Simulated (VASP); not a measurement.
# Nb: a series in biaxial strain in the (001) plane

How do stress and energy of Nb follow biaxial strain in the (001) plane?

Main program and level: VASP 6.6.1; PBEsol; plane waves and PAW (Nb_sv), in the first sound run; inputs show where later runs differ.

### Step 1. The structure

The structure is cubic, space group Im-3m (No. 229). Conventional cell: a = 3.300 Å, b = 3.300 Å, c = 3.300 Å, α = 90.00°, β = 90.00°, γ = 90.00°. Nearest to Nb lie 8 Nb at 2.86 Å.

### Step 2. Relax the crystal, PBEsol

The series starts from the cell that this level prefers, so that zero strain is near zero stress.

This step took 2 runs in a row; the last is shown.

Level: PBEsol; plane waves and PAW (Nb_sv).

The input, INCAR:

```
SYSTEM = Nb
PREC = Accurate
ENCUT = 450
EDIFF = 1E-07
NELM = 120
ISMEAR = 1
SIGMA = 0.15
LREAL = .FALSE.
ALGO = Normal
GGA = PS
NBANDS = 12
LASPH = .TRUE.
LORBIT = 11
LWAVE = .FALSE.
LCHARG = .FALSE.
KPAR = 8
IBRION = 2
NSW = 40
ISIF = 3
EDIFFG = -0.005
POTIM = 0.4
```

The input, POSCAR:

```
Nb
1.0
   -1.6345591088      1.6345591088      1.6345591088
    1.6345591088     -1.6345591088      1.6345591088
    1.6345591088      1.6345591088     -1.6345591088
Nb
1
Direct
    0.0000000000      0.0000000000      0.0000000000
```

The input, KPOINTS:

```
Automatic mesh
0
Gamma
25 25 25
0 0 0
```

PAW data sets: Nb_sv (PBE family, release 64).

Run with:

```sh
mpirun -np 8 vasp_std
```

What it wrote:

```text
[banner, memory and clock lines left out]
running    8 mpi-ranks, on    1 nodes
[...]
|                                                                             |
|           W    W    AA    RRRRR   N    N  II  N    N   GGGG   !!!           |
|           W    W   A  A   R    R  NN   N  II  NN   N  G    G  !!!           |
|           W    W  A    A  R    R  N N  N  II  N N  N  G       !!!           |
|           W WW W  AAAAAA  RRRRR   N  N N  II  N  N N  G  GGG   !            |
|           WW  WW  A    A  R   R   N   NN  II  N   NN  G    G                |
|           W    W  A    A  R    R  N    N  II  N    N   GGGG   !!!           |
|                                                                             |
|     For optimal performance we recommend to set                             |
|       NCORE = 2 up to number-of-cores-per-socket                            |
|     NCORE specifies how many cores store one orbital (NPAR=cpu/NCORE).      |
|     This setting can greatly improve the performance of VASP for DFT.       |
[...]
DAV:   6    -0.109500289560E+02   -0.31637E-06   -0.26719E-07 12044   0.626E-03    0.569E-04
DAV:   7    -0.109500289750E+02   -0.19048E-07   -0.27704E-08  6880   0.166E-03
   2 F= -.10950029E+02 E0= -.10950036E+02  d E =0.108156E-05
 trial-energy change:    0.000001  1 .order    0.000002   -0.000010    0.000013
 step:   0.4654(harm=  0.4313)  dis= 0.00000  next Energy=   -10.950032 (dE=-0.242E-05)
[...]
N       E                     dE             d eps       ncg     rms          rms(c)
DAV:   1    -0.109500796461E+02   -0.50690E-04   -0.13106E-03 14540   0.506E-01    0.566E-02
DAV:   2    -0.109500373872E+02    0.42259E-04   -0.10090E-04 15476   0.130E-01    0.165E-02
DAV:   3    -0.109500320600E+02    0.53272E-05   -0.36644E-05 19804   0.602E-02    0.102E-02
DAV:   4    -0.109500322982E+02   -0.23823E-06   -0.82062E-07 14320   0.938E-03    0.512E-03
DAV:   5    -0.109500326856E+02   -0.38739E-06   -0.25081E-06 18160   0.106E-02    0.227E-03
DAV:   6    -0.109500324702E+02    0.21546E-06   -0.70846E-08  8476   0.338E-03    0.333E-04
DAV:   7    -0.109500324506E+02    0.19594E-07   -0.15123E-08  5932   0.159E-03
   3 F= -.10950032E+02 E0= -.10950041E+02  d E =-.239399E-05
[...]
reached required accuracy - stopping structural energy minimisation
```

It took 22 s on 8 MPI ranks of Intel Xeon Platinum 8124M at 3.00GHz (Skylake/Cascade Lake), shared host; peak memory 1.4 GiB; 2.4 min of CPU time.

The logs omit lines about the potential files and the build; timing stands in the text.

Parts of OUTCAR (step 2):

```text
  Total        0.0002542      0.0002542      0.0002542      0.0000000     -0.0000000     -0.0000000
  in kB        0.0233255      0.0233255      0.0233255      0.0000000     -0.0000000     -0.0000000
  external PRESSURE =       0.0233255 kB  Pullay stress =       0.0000000 kB

 POSITION                                       TOTAL-FORCE (eV/Angst)
 -----------------------------------------------------------------------------------
     -0.00000      0.00000      0.00000        -0.000000     -0.000000     -0.000000
 -----------------------------------------------------------------------------------
    total drift:                                0.000000      0.000000      0.000000

  FREE ENERGIE OF THE ION-ELECTRON SYSTEM (eV)
  ---------------------------------------------------
  free  energy   TOTEN  =       -10.9500324506 eV

  energy  without entropy=      -10.9500593716  energy(sigma->0) =      -10.95004142

 reached required accuracy - stopping structural energy minimisation

[... 3 further parts left out ...]
[key lines of the parts left out:]
E-fermi :  11.4735
```

Read from the output:

```
energy(sigma→0) of the program : -10.9500 eV
stress, compression positive   : xx, yy, zz 0.00, 0.00, 0.00 GPa
volume                         : 17.460 Å³
ionic steps                    : 3
```

### Step 3. Strain along the normal, PBEsol

One member in full: the plane is strained by -0.5 %, and the strain along the normal is moved by secant steps until the normal stress is under 0.012 GPa or five steps are spent; the atoms relax at each step.

This step took 2 runs, each at a new trial strain with the atoms of the one before; the last is shown.

Level: PBEsol; plane waves and PAW (Nb_sv).

INCAR, as its differences from that of step 2:

```diff
@@ -15,7 +15,7 @@
 LCHARG = .FALSE.
-KPAR = 8
-IBRION = 2
-NSW = 40
-ISIF = 3
-EDIFFG = -0.005
-POTIM = 0.4
+KPAR = 2
+IBRION = 1
+NSW = 25
+ISIF = 2
+EDIFFG = -0.004
+POTIM = 0.3
```

The input, POSCAR:

```
Nb
1.0
   -1.6261124830      1.6261124830      1.6431535560
    1.6261124830     -1.6261124830      1.6431535560
    1.6261124830      1.6261124830     -1.6431535560
Nb
1
Direct
    0.0000000000      0.0000000000      0.0000000000
```

KPOINTS is that of step 2.

Run with:

```sh
mpirun -np 2 vasp_std
```

What it wrote:

```text
[banner, memory and clock lines left out]
running    2 mpi-ranks, on    1 nodes
[...]
[... a notice as in an earlier step ...]

 LDA part: xc-table for (Slater+PW92), standard interpolation
 POSCAR, INCAR and KPOINTS ok, starting setup
[...]
entering main loop
       N       E                     dE             d eps       ncg     rms          rms(c)
DAV:   1     0.104322830563E+03    0.10432E+03   -0.67769E+03 28640   0.974E+02
DAV:   2    -0.742883663141E+01   -0.11175E+03   -0.10771E+03 31408   0.361E+02
DAV:   3    -0.112030767420E+02   -0.37742E+01   -0.36197E+01 40632   0.579E+01
DAV:   4    -0.114058809009E+02   -0.20280E+00   -0.20185E+00 38740   0.124E+01
[...]
DAV:  11    -0.109491007635E+02    0.50261E-05   -0.44377E-06 37060   0.344E-02    0.274E-03
DAV:  12    -0.109491006365E+02    0.12707E-06   -0.17676E-07 33904   0.515E-03    0.840E-04
DAV:  13    -0.109491005654E+02    0.71120E-07   -0.13179E-08 19756   0.180E-03
   1 F= -.10949101E+02 E0= -.10949108E+02  d E =-.109491E+02
 BRION: g(F)=  0.225E-62 g(S)=  0.000E+00
 reached required accuracy - stopping structural energy minimisation
```

Elapsed: 80 s, on 2 MPI ranks; peak memory 0.56 GiB.

OUTCAR, selected parts (step 3):

```text
  Total        0.1390227      0.1390227      0.0009042      0.0000000      0.0000000      0.0000000
  in kB       12.8161365     12.8161365      0.0833600      0.0000000      0.0000000      0.0000000
  external PRESSURE =       8.5718777 kB  Pullay stress =       0.0000000 kB

 POSITION                                       TOTAL-FORCE (eV/Angst)
 -----------------------------------------------------------------------------------
      0.00000      0.00000      0.00000         0.000000     -0.000000     -0.000000
 -----------------------------------------------------------------------------------
    total drift:                                0.000000      0.000000      0.000000

  FREE ENERGIE OF THE ION-ELECTRON SYSTEM (eV)
  ---------------------------------------------------
  free  energy   TOTEN  =       -10.9491005654 eV

  energy  without entropy=      -10.9491231925  energy(sigma->0) =      -10.94910811

[... 1 part as in an earlier step ...]

[... 3 further parts left out ...]
[key lines of the parts left out:]
E-fermi :  11.5409
```

Read from the output:

```
energy(sigma→0) of the program : -10.9491 eV
stress, compression positive   : xx, yy, zz 1.28, 1.28, 0.01 GPa
ionic steps                    : 1
```

### Step 4. All members

The other members went through these steps as far as the tables show, with the same cutoff and, step by step, the same mesh; 22 runs are not shown. The session took 1.1 core hours (wall time by ranks) on a shared machine.

| in-plane strain (%) | strain along the normal (%) | in-plane stress, tension positive (GPa) | energy above the unstrained row, extrapolated to no smearing (meV/atom) |
| --- | --- | --- | --- |
| -2.000 | 2.202 | -5.382 | 12.375 |
| -1.500 | 1.643 | -3.968 | 7.068 |
| -1.000 | 1.090 | -2.606 | 3.254 |
| -0.500 | 0.543 | -1.282 | 0.916 |
| 0 | 0.000 | -0.006 | 0.000 |
| 0.500 | -0.539 | 1.232 | 0.429 |
| 1.000 | -1.082 | 2.432 | 2.195 |
| 1.500 | -1.656 | ? | ? |
| 2.000 | -2.305 | 4.368 | 9.516 |

### Step 5. Stress from the known rows

Fitting a parabola to the 8 known rows (e: strain in %) gives stress = − 0.1295 e² + 2.458 e + 0.01567 in GPa; the residuals are 0.042 GPa r.m.s.

For the withheld row, e = 1.5, the fit gives 3.411 GPa.

### Step 6. The withheld row

The calculation gives 3.517 GPa, so the prediction is 0.106 GPa too low, more than twice the residual of the fit.

Slopes at zero strain, from cubics through all rows: strain ratio -1.072, stress over strain 255 GPa.

### Step 7. Results

| Item | Value |
| --- | --- |
| error of the predicted stress | -0.106 GPa |
| ratio of normal to in-plane strain | -1.072 |
| biaxial modulus | 255 GPa |

As a check, the curvature of the energy gives 252 GPa for the same modulus (energy per volume = M × strain²), 1 % from the slope of the stress. The energy also has a linear term worth 0.21 GPa that the stress column lacks, a mark of the finite basis or of the smearing. These are static values: temperature and zero-point motion are left out. In a metal the slopes also depend on mesh and smearing, which were held through the series.

[Lines on the potential files, build, host, timing and source positions are cut from VASP's logs without a mark.]

[Logs are printed without paths, hosts, clocks, repeated set-up lines and the standing remarks that a program may print on its own settings, such as how far it seeks lower states.]

[Hosts, paths, dates, database ids (printed as entryN), source tags and the programs' standing remarks are cut or masked in the printed files.]

[In band tables of VASP the shares of atoms and orbitals are scaled to a sum of 1 inside the atoms' spheres.]
